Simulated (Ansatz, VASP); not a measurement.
**Ba7Al24Si25O93 (glassy 57SiO2-27Al2O3-16BaO (mol %)): VASP beside Ansatz**

Wanted: the spread between two codes on one cell, functional and k mesh. The cell is taken from a series of runs on this material, whose earlier steps may have relaxed or scaled it; both programs get it as it stands.

Main program and level: Ansatz 0.2.0; plane waves, with VASP 6.6.1 beside it; single point at PBE.

### 1. The starting structure

The cell holds 149 atoms: 25 Si, 24 Al, 7 Ba and 93 O. Cell: a = 12.287 Å, b = 12.287 Å, c = 12.287 Å, α = 90.0°, β = 90.0°, γ = 90.0°. As first built, before any earlier steps moved the atoms: 149 atoms (25 Si, 24 Al, 7 Ba, 93 O) placed at random at 3.4 g/cm^3, melted at 4000 K for 10 ps at fixed volume with the Morse and Coulomb pair potential with partial charges (Pedone, Malavasi, Menziani, Cormack and Segre, J. Phys. Chem. B 110, 11780 (2006)). Quenched from 4000 K to 300 K at 25 K/ps and fixed volume, held 5 ps.

### 2. VASP: single point, PBE

A single point gives forces, pressure and levels at one fixed geometry, so differences don't come from the geometry; what else differs is listed under the comparison.

Lines of VASP's logs that name or quote its potential files are left out, and so is its time.

File INCAR:

```
SYSTEM = Ba7Al24Si25O93
PREC = Accurate
ENCUT = 520
EDIFF = 1E-05
NELM = 100
ISMEAR = 0
SIGMA = 0.05
LREAL = Auto
ALGO = Fast
GGA = PE
NBANDS = 504
LORBIT = 11
LWAVE = .FALSE.
LCHARG = .FALSE.
ISIF = 2
```

File POSCAR:

```
Ba7Al24Si25O93
1.0
   12.2866000000      0.0000000000      0.0000000000
    0.0000000000     12.2866000000      0.0000000000
    0.0000000000      0.0000000000     12.2866000000
Si Al Ba O
25 24 7 93
Direct
    0.2171800000      0.8564500000      0.6160400000
    0.6396500000      0.7777600000      0.1588400000
    0.4342800000      0.9621600000      0.6760400000
    0.9938800000      0.7729200000      0.7408500000
    0.2422800000      0.4589500000      0.0645100000
    0.0447600000      0.1860500000      0.3817000000
    0.1376200000      0.3721200000      0.8458700000
    0.2210500000      0.7678400000      0.3694500000
    0.4502400000      0.8233200000      0.8800100000
    0.1895700000      0.6319700000      0.7021700000
    0.4337700000      0.5608200000      0.9462800000
    0.2619600000      0.1477100000      0.1115100000
    0.9765800000      0.7829400000      0.1560900000
    0.8375700000      0.4246500000      0.3119600000
    0.3552800000      0.1978100000      0.3497400000
    0.6611900000      0.5515800000      0.0342100000
    0.7528400000      0.6587400000      0.8269800000
    0.2795800000      0.4269200000      0.4498000000
    0.6436200000      0.7062400000      0.4016500000
    0.8087300000      0.3422700000      0.0841700000
    0.7274300000      0.3224200000      0.7860600000
    0.7809000000      0.1136000000      0.4447100000
    0.9732700000      0.7172800000      0.3936000000
    0.0713700000      0.1568600000      0.7881600000
    0.8857000000      0.3815300000      0.5640300000
    0.8436600000      0.1303000000      0.9067800000
    0.7854100000      0.8604400000      0.9770000000
    0.1292200000      0.9762400000      0.2424300000
    0.6280800000      0.9971900000      0.8931200000
    0.6002100000      0.4662000000      0.3458900000
[... 113 atom lines left out ...]
    0.0887200000      0.6782800000      0.7719200000
    0.9497800000      0.1299100000      0.0090800000
    0.3273900000      0.1860000000      0.2188600000
    0.7534500000      0.7859200000      0.8675000000
    0.7510700000      0.1942500000      0.7897500000
    0.7569600000      0.2409400000      0.0168800000
```

File KPOINTS:

```
Automatic mesh
0
Gamma
1 1 1
0 0 0
```

PAW data sets: Si, Al, Ba_sv and O (PBE family, release 64).

Started as:

```sh
$ export OMP_NUM_THREADS=5
$ mpirun -np 1 vasp_gam
```

Numbers of over 12 decimals in the logs are rounded to 6 here.

What it wrote:

```text
[banner, memory and clock lines left out]
running    1 mpi-ranks, on    1 nodes
[...]
Offloading initialized ...    1 GPUs detected
[...]
LDA part: xc-table for (Slater+PW92), standard interpolation
 POSCAR, INCAR and KPOINTS ok, starting setup
[...]
entering main loop
       N       E                     dE             d eps       ncg     rms          rms(c)
DAV:   1     0.738889417557E+04    0.73889E+04   -0.47429E+05  1032   0.157E+03
DAV:   2    -0.603939891980E+03   -0.79928E+04   -0.77127E+04  1248   0.377E+02
DAV:   3    -0.125497465113E+04   -0.65103E+03   -0.64630E+03  1192   0.114E+02
DAV:   4    -0.127167240601E+04   -0.16698E+02   -0.16631E+02  1208   0.182E+01
[...]
RMM:  17    -0.110560684211E+04   -0.28410E-04   -0.28613E-04  1622   0.131E-02    0.743E-03
RMM:  18    -0.110560685536E+04   -0.13243E-04   -0.12649E-04  1482   0.863E-03    0.359E-03
RMM:  19    -0.110560686127E+04   -0.59132E-05   -0.56838E-05  1152   0.534E-03
   1 F= -.11056069E+04 E0= -.11056069E+04  d E =-.187231E-11
```

OUTCAR, selected parts (step 2):

```text
  Total       83.6791873     93.4460114     82.4595957     -7.4488650      7.4762384      6.9310591
  in kB       72.2824521     80.7190779     71.2289634     -6.4343625      6.4580078      5.9870795
  external PRESSURE =      74.7434978 kB  Pullay stress =       0.0000000 kB

 POSITION                                       TOTAL-FORCE (eV/Angst)
 -----------------------------------------------------------------------------------
[...]
7.73392      4.50402     10.54190        -0.334386     -0.359933      0.874563
      1.96131      0.86313      9.93740         0.607686     -1.817042      1.037251
      3.02459      4.17830      9.66931         1.344888     -0.080675     -0.678742
     10.60972      5.98677      7.82828        -0.338877      2.620026      0.609259
     10.67300      7.41423     10.31952         3.152317     -1.537301      0.081197
      5.50022      4.84842      7.95656         0.095205      0.099152     -0.009172
      3.68451      1.15531      5.04451         1.071150     -0.615575     -1.869797
      1.01340     10.38365      8.12144         0.333409      1.221863     -1.082913
      1.51985      2.57810      5.91551         1.187557     -0.704100      1.676104
      4.14746      4.64495      1.00394         0.215484     -1.839121     -0.246297
      4.39455      6.45194      5.58229         1.452643      1.758912      0.792225
      9.12415      1.41689      7.07745         0.423774      0.163342      0.195425
      6.96613      4.47441      2.96771         0.122205     -0.545966      0.540012
[...]
-----------------------------------------------------------------------------------
    total drift:                               -0.066414      0.003510      0.006316

  FREE ENERGIE OF THE ION-ELECTRON SYSTEM (eV)
  ---------------------------------------------------
  free  energy   TOTEN  =     -1105.6068612693 eV

  energy  without entropy=    -1105.6068612693  energy(sigma->0) =    -1105.60686127

[... 3 further parts left out ...]
[key lines of the parts left out:]
E-fermi :   3.5148
```

Harder data sets than Ba_sv exist (the GW ones), and pressures, volumes and forces can shift noticeably with them.

### 3. Ansatz: single point, PBE

Ansatz runs on its default PAW (the set named soft_2) files.

The same cell, functional, mesh and smearing now go to Ansatz, which takes its cutoff from its data sets.

File input.yaml:

```yaml
crystal:
  lattice:
    - [12.2866, 0.0, 0.0]
    - [0.0, 12.2866, 0.0]
    - [0.0, 0.0, 12.2866]
  atoms:
    - { symbol: Si, position: [0.21718, 0.85645, 0.61604] }
    - { symbol: Si, position: [0.63965, 0.77776, 0.15884] }
    - { symbol: Si, position: [0.43428, 0.96216, 0.67604] }
    - { symbol: Si, position: [0.99388, 0.77292, 0.74085] }
    - { symbol: Si, position: [0.24228, 0.45895, 0.06451] }
    - { symbol: Si, position: [0.04476, 0.18605, 0.3817] }
    - { symbol: Si, position: [0.13762, 0.37212, 0.84587] }
    - { symbol: Si, position: [0.22105, 0.76784, 0.36945] }
    - { symbol: Si, position: [0.45024, 0.82332, 0.88001] }
    - { symbol: Si, position: [0.18957, 0.63197, 0.70217] }
    - { symbol: Si, position: [0.43377, 0.56082, 0.94628] }
    - { symbol: Si, position: [0.26196, 0.14771, 0.11151] }
    - { symbol: Si, position: [0.97658, 0.78294, 0.15609] }
    - { symbol: Si, position: [0.83757, 0.42465, 0.31196] }
    - { symbol: Si, position: [0.35528, 0.19781, 0.34974] }
    - { symbol: Si, position: [0.66119, 0.55158, 0.03421] }
    - { symbol: Si, position: [0.75284, 0.65874, 0.82698] }
    - { symbol: Si, position: [0.27958, 0.42692, 0.4498] }
    - { symbol: Si, position: [0.64362, 0.70624, 0.40165] }
    - { symbol: Si, position: [0.80873, 0.34227, 0.08417] }
    - { symbol: Si, position: [0.72743, 0.32242, 0.78606] }
    - { symbol: Si, position: [0.7809, 0.1136, 0.44471] }
    - { symbol: Si, position: [0.97327, 0.71728, 0.3936] }
    - { symbol: Si, position: [0.07137, 0.15686, 0.78816] }
    - { symbol: Si, position: [0.8857, 0.38153, 0.56403] }
    - { symbol: Al, position: [0.84366, 0.1303, 0.90678] }
    - { symbol: Al, position: [0.78541, 0.86044, 0.977] }
    - { symbol: Al, position: [0.12922, 0.97624, 0.24243] }
    - { symbol: Al, position: [0.62808, 0.99719, 0.89312] }
    - { symbol: Al, position: [0.60021, 0.4662, 0.34589] }
[... 113 atom lines left out ...]
    - { symbol: O, position: [0.08872, 0.67828, 0.77192] }
    - { symbol: O, position: [0.94978, 0.12991, 0.00908] }
    - { symbol: O, position: [0.32739, 0.186, 0.21886] }
    - { symbol: O, position: [0.75345, 0.78592, 0.8675] }
    - { symbol: O, position: [0.75107, 0.19425, 0.78975] }
    - { symbol: O, position: [0.75696, 0.24094, 0.01688] }
kpoints:
  mp_grid: { grid: [1, 1, 1] }
hamiltonian:
  xc: pbe
scf:
  occupations: { method: gaussian, width: 0.05 }
output:
  forces: true
  stress: true
  populations: true
  dos:
    method: { smearing: { sigma: 0.08 } }
    de: 0.1
    projected: { site_lists: { Al: [Al], Ba: [Ba], O: [O], Si: [Si] } }
  eigenvalues: true
  write_density: true
  write_potential: true
  volumetric_format: npy
```

Started as:

```sh
$ ansatz run input.yaml --threads 4 --pin off --max-ram 8192MiB --backend cpu --events-out ev --progress --plain --runs-dir out
```

What it wrote:

```text
Engine: ansatz 0.2.0, x86_64-unknown-linux-gnu
Pseudopotentials: kind: paw
Pseudopotential: Si, paw, valence charge 4, recommended cutoff 420 eV (normal), Si.paw.azcp
Pseudopotential: Al, paw, valence charge 3, recommended cutoff 420 eV (normal), Al.paw.azcp
Pseudopotential: Ba, paw, valence charge 10, recommended cutoff 420 eV (normal), Ba.paw.azcp
Pseudopotential: O, paw, valence charge 6, recommended cutoff 420 eV (normal), O.paw.azcp
Functional definition: PBE
  parameter kappa = 0.804
  parameter beta = 0.066725
  exchange = pbe_x(kappa = kappa, mu = beta*pi^2/3)
  correlation = pbe_c(beta = beta)
Crystal: 149 atoms, lattice volume = 1854.792 Å³
Basis set: ecut = 420 eV, 36257 PW (Γ), exchange–correlation on 180×180×180 points (8 copies of the dense FFT grid, shifted against one another)
Bands: 549, of which v1, the nominal top of the filled ones, is band 400 counted from 1 (399 counted from 0)
Symmetry: 1 space group operations
Space group: P1 (ITA 1), of the structure as read, at distance tolerance 1.2e-4 Å
k-points: 1
Non-local potential: Si, projectors of the file, l = 0: 2, l = 1: 2, l = 2: 2
Non-local potential: Al, projectors of the file, l = 0: 2, l = 1: 2, l = 2: 1
Non-local potential: Ba, projectors of the file, l = 0: 3, l = 1: 2, l = 2: 2, l = 3: 2
Non-local potential: O, projectors of the file, l = 0: 2, l = 1: 2, l = 2: 1
PAW form: soft (Blöchl's): semilocal exchange-correlation on the pseudo side does not see the compensation charge
PAW one-centre angular grid: Si, 110 points (default); XC on 64 Gauss nodes
PAW one-centre angular grid: Al, 110 points (default); XC on 64 Gauss nodes
PAW one-centre angular grid: Ba, 194 points (default); XC on 64 Gauss nodes
PAW one-centre angular grid: O, 110 points (default); XC on 64 Gauss nodes
Initial density: superposition of atomic densities (neutral atoms: chi_scale 0, normalization atom), corrected by the library's trained network
Initial wavefunctions: pseudopotential atomic-orbital guess
Functional: x = pbe(κ = 0.804, μ = 0.219515), c = pbe(β = 0.066725)
SCF iter   1: F=—  HF=-123387.637994 eV  |F-HF|=—  |Δ(HF+E_count)|=         —  Δρ=2.30e-3  dr2=1.24e-1  ethr=1.77e-3  ⟨swp⟩=6.0  Hψ=2594  notcnv=0  defer=125
preconditioner: auto → Resta (q_TF=auto, 2.372 Å⁻¹)  ε∞=3.5  [insulator: Δε(μ)=3.759 eV  Ē_g=15.247 eV  σ=0.050 eV  W_gap=1.00  n_scr=436 (ndim 8)  ℏωp=24.2 eV  f_vac=0.052  D(μ)=0.00/eV (n_scr^D=0)  ε∞_Penn≈3.5]
SCF iter   2: F=—  HF=-123387.640926 eV  |F-HF|=—  |Δ(HF+E_count)|=   2.93e-3  Δρ=1.23e-3  dr2=3.09e-2  ethr=1.55e-5  ⟨swp⟩=2.0  Hψ=939  notcnv=0  defer=137
SCF iter   3: F=—  HF=-123387.645157 eV  |F-HF|=—  |Δ(HF+E_count)|=   4.23e-3  Δρ=5.53e-4  dr2=8.28e-3  ethr=3.86e-6  ⟨swp⟩=2.0  Hψ=742  notcnv=0  defer=137
SCF iter   4: F=—  HF=-123387.645132 eV  |F-HF|=—  |Δ(HF+E_count)|=   2.52e-5  Δρ=1.67e-4  dr2=5.60e-4  ethr=1.03e-6  ⟨swp⟩=2.0  Hψ=717  notcnv=0  defer=137
SCF iter   5: F=—  HF=-123387.645291 eV  |F-HF|=—  |Δ(HF+E_count)|=   1.58e-4  Δρ=1.04e-4  dr2=1.70e-4  ethr=7.00e-8  ⟨swp⟩=2.0  Hψ=797  notcnv=0  defer=137
SCF iter   6: F=—  HF=-123387.645292 eV  |F-HF|=—  |Δ(HF+E_count)|=   1.64e-6  Δρ=3.18e-5  dr2=1.80e-5  ethr=2.12e-8  ⟨swp⟩=2.0  Hψ=797  notcnv=0  defer=137
SCF iter   7: F=—  HF=-123387.649659 eV  |F-HF|=—  |Δ(HF+E_count)|=   4.37e-3  Δρ=1.10e-5  dr2=2.16e-6  ethr=2.25e-9  ⟨swp⟩=2.0  Hψ=942  notcnv=0  defer=142
SCF iter   8: F=—  HF=-123387.649661 eV  |F-HF|=—  |Δ(HF+E_count)|=   1.92e-6  Δρ=8.00e-6  dr2=9.88e-7  ethr=2.70e-10  ⟨swp⟩=2.0  Hψ=797  notcnv=0  defer=142
SCF iter   9: F=-123387.649661 eV  HF=-123387.649661 eV  |F-HF|=2.99e-8  |Δ(HF+E_count)|=   2.30e-8  Δρ=1.61e-6  dr2=4.82e-8  ethr=1.25e-11  ⟨swp⟩=23.0  Hψ=5644  notcnv=0
SCF 1 converged in 9 iterations: F = -123387.649661 eV  dr2 = 4.82e-8
  greatest PAW one-centre occupation: 0.955 electrons in one spin orbital (limit 2), on the Ba atom at site 49 (counted from 0), in its partial waves of l = 0
SCF converged after 9 iterations
Free energy (F): -123387.649661 eV
Harris-Foulkes:  -123387.649661 eV  (|F-HF|=2.99e-8)
Internal energy: -123387.649661 eV  (E = F + TS)
E sigma→0 (E₀):  -123387.649661 eV
Fermi energy:    7.349053 eV
--- Per-component energies (eV) ---
  E_band       = -1926.098556
  E_kinetic    = 19566.498074
  E_local      = -45505.144501  (includes V_loc(G=0)·N_el)
  E_nonlocal   = 5720.159787
  E_hartree    = 16918.065922
  E_xc         = -10485.288781
  E_vxc        = -11718.636851  (∫ρ·V_xc dr)
  E_paw        = -75409.518320  (= ΣΔE_a)
  E_vpaw       = -3825.336663  (= ΣTr[D̂ρ^β])
  E_aug_tail   = 0.237001  (compensation charges beyond the density's cutoff)
  E_ewald      = -34192.658843
  E_smearing   = -0.000000  (= −TS)
  E_closure    = -0.000000  (closes the sum)
  Σ components = -123387.649661   (vs F -123387.649661, Δ=0.00e0)
--- Forces (eV/Å), atoms counted from 1 ---
[...]
P = ⅓ Tr σ = 7.1891 GPa (71.891 kbar)
--- Band table (eV) ---
  k-point 0: bands = [... 396 lower, 5.2994, 5.4119, 5.4666, 5.5150, 9.1831, 9.9791, 10.0242, 10.2467, ... 145 higher]
--- Löwdin populations: 149 sites ---
  site symbol       q [e]
     0     Si      2.2831
     1     Si      2.2886
     2     Si      2.2728
     3     Si      2.3603
     4     Si      2.2701
     5     Si      2.2745
     6     Si      2.2526
     7     Si      2.2976
     8     Si      2.3356
     9     Si      2.2724
    10     Si      2.2705
    11     Si      2.2671
    12     Si      2.4094
    13     Si      2.2471
    14     Si      2.2613
    15     Si      2.2216
    16     Si      2.2861
    17     Si      2.2275
    18     Si      2.3262
    19     Si      2.2709
    20     Si      2.2694
    21     Si      2.3661
    22     Si      2.2385
    23     Si      2.3025
[...]
141      O      6.8445
   142      O      6.7828
   143      O      6.8144
   144      O      6.9509
   145      O      6.7918
   146      O      6.8445
   147      O      6.7811
   148      O      6.7830
  spilling = 0.011750 (of n_electrons = 800.000000)
```

### 4. Side by side

Known differences besides the PAW data sets themselves: the cutoff is 420 eV in Ansatz and 520 eV in VASP (PREC = Accurate, projectors in real space); VASP leaves aspherical gradient terms in its spheres out (LASPH is not set), Ansatz keeps them. Total energies have different zeros and are not compared.

The two programs side by side:

```tsv
quantity	Ansatz	VASP	difference
pressure (GPa)	7.19	7.47	-0.29
gap on the k mesh (eV)	3.668	3.652	+0.016
```

Forces on 10 of the 149 atoms, picked by the larger force of the two programs (eV/Å; atoms numbered as in POSCAR):

```tsv
atom	Ansatz x, y, z	VASP x, y, z
Si6	-3.529, -0.936, -0.622	-3.574, -0.964, -0.616
Si9	2.210, -1.343, -2.369	2.240, -1.406, -2.411
Si23	2.965, 3.040, -0.601	2.941, 3.044, -0.634
O66	3.201, 1.590, 1.119	3.249, 1.617, 1.132
O70	-1.059, 3.178, 1.085	-1.077, 3.207, 1.107
O89	-4.380, 1.136, 2.128	-4.431, 1.185, 2.091
O93	0.713, 3.679, 0.790	0.760, 3.732, 0.845
O112	-2.440, 2.806, 2.692	-2.470, 2.789, 2.716
O135	-0.277, -3.400, -0.965	-0.309, -3.491, -0.951
O140	-3.514, 0.589, 0.265	-3.532, 0.598, 0.274
```

The forces differ by 26 meV/Å r.m.s., which is 2.2 % of the r.m.s. force of 1.22 eV/Å (both taken over all components).

### 5. What came out

| Property | Result |
| --- | --- |
| r.m.s. force difference (single point, PBE) | 2.2 % of the r.m.s. force |

The r.m.s. force difference is 2.2 % of the r.m.s. force (single point, PBE), within the 3 % picked in this series as the mark of a large difference. Differences of this kind measure data sets and numerical settings, not the functional's error against experiment.

[Lines on the potential files, build, host, timing and source positions are cut from VASP's logs without a mark.]

[Logs are printed without paths, hosts, clocks, repeated set-up lines and the standing remarks that a program may print on its own settings, such as how far it seeks lower states.]

[Hosts, paths, dates, database ids (printed as entryN), source tags and the programs' standing remarks are cut or masked in the printed files.]
